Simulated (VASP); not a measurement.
Input:

```
LaPt2
1.0
    0.00000     3.91631     3.91631
    3.91631     0.00000     3.91631
    3.91631     3.91631     0.00000
La Pt
2 4
Direct
  0.50000   0.50000   0.50000
  0.75000   0.75000   0.75000
  0.12500   0.12500   0.12500
  0.62500   0.12500   0.12500
  0.12500   0.12500   0.62500
  0.12500   0.62500   0.12500
```

These are PBEsol GGA, VASP's PBE PAW potentials (set 64) (plane waves; VASP) values and carry that method's errors. Run with 300 eV cut-off, 7×7×7 Γ-centred mesh, Gaussian smearing of 0.20 eV, potentials La Pt.

At this cut-off the stress carries a Pulay error, which pulls relaxed volumes low. Unless said otherwise, spin-orbit coupling is left out, though it shifts the bands of the heavy elements here.

Question: What does the run give for the energy per atom (σ→0), pressure, band gap (on the k-mesh) with the smallest direct gap where there is one?

Answer: 
```
Quantity                                                    Result
------------------------  ----------------------------------------
band gap (on the k-mesh)  none (metal, semimetal or under 0.01 eV)
energy per atom (σ→0)                               -7.497 eV/atom
pressure                                                 -5.60 GPa
```

The absolute energy has meaning only against runs of the same code, potentials and settings.

The structure comes from a computed database's LaPt2 entry; how it stands against other phases isn't given here. The cell was not relaxed at this level.
